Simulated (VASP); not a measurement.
**MoOs: band structure with PBEsol**

Sheet: MoOs, a sheet with vacuum.

```xyz
2
Lattice="3.4415 0.0000 0.0000 0.0000 3.4415 0.0000 0.0000 0.0000 23.8000" Properties=species:S:1:pos:R:3 pbc="T T T"
Mo    1.7208    1.7208    7.0001
Os    0.0000    0.0000    7.0001
```

The cell was built by a generator and needn't be a form met in nature.

```
Program                : VASP 6.6.1
Task                   : band structure
Functional             : PBEsol
Potentials or basis    : VASP PAW PBE potentials, release 64 (Mo_sv, Os)
Cutoff                 : 520 eV
k mesh                 : 6 × 6 × 1
Occupations            : fermi-dirac, width 0.05 eV
Spin                   : no spin polarisation
Dipole correction      : yes
Further INCAR settings : ALGO = Fast; EDIFF = 1e-06; NBANDS = 18
```

```
Band gap along the path : none (metal or under the smearing width)
```

Levels at the corners of the path, in eV from the Fermi level:
```csv
point,band 6,band 7,band 8,band 9,band 10,band 11,band 12,band 13,band 14,band 15
Γ,-6.16,-5.25,-2.22,-2.16,-2.16,0.74,1.76,2.52,2.52,4.61
X,-2.55,-2.02,-1.52,-1.34,-0.67,-0.64,-0.60,-0.01,0.27,0.42
X,-2.55,-2.02,-1.52,-1.34,-0.67,-0.64,-0.60,-0.01,0.27,0.42
M,-3.97,-3.77,-3.77,-0.18,-0.05,0.78,1.26,2.53,2.53,3.16
M,-3.97,-3.77,-3.77,-0.18,-0.05,0.78,1.26,2.53,2.53,3.16
Γ,-6.16,-5.25,-2.22,-2.16,-2.16,0.74,1.76,2.52,2.52,4.61
Γ,-6.16,-5.25,-2.22,-2.16,-2.16,0.74,1.76,2.52,2.52,4.61
Z,-6.16,-5.25,-2.22,-2.16,-2.16,0.74,1.76,2.52,2.52,4.61
Z,-6.16,-5.25,-2.22,-2.16,-2.16,0.74,1.76,2.52,2.52,4.61
R,-2.55,-2.02,-1.52,-1.34,-0.67,-0.64,-0.60,-0.01,0.27,0.42
R,-2.55,-2.02,-1.52,-1.34,-0.67,-0.64,-0.60,-0.01,0.27,0.42
A,-3.97,-3.77,-3.77,-0.18,-0.05,0.78,1.26,2.53,2.53,3.16
A,-3.97,-3.77,-3.77,-0.18,-0.05,0.78,1.26,2.53,2.53,3.16
Z,-6.16,-5.25,-2.22,-2.16,-2.16,0.74,1.76,2.52,2.52,4.61
X,-2.55,-2.02,-1.52,-1.34,-0.67,-0.64,-0.60,-0.01,0.27,0.42
R,-2.55,-2.02,-1.52,-1.34,-0.67,-0.64,-0.60,-0.01,0.27,0.42
M,-3.97,-3.77,-3.77,-0.18,-0.05,0.78,1.26,2.53,2.53,3.16
A,-3.97,-3.77,-3.77,-0.18,-0.05,0.78,1.26,2.53,2.53,3.16
```

Run time: 6.7 min on 1 thread of AMD EPYC 9R14 (Zen 4) (shared host), peak memory 0.34 GiB.

Caveat: spin-orbit coupling is left out, which moves the levels of the heavy elements.
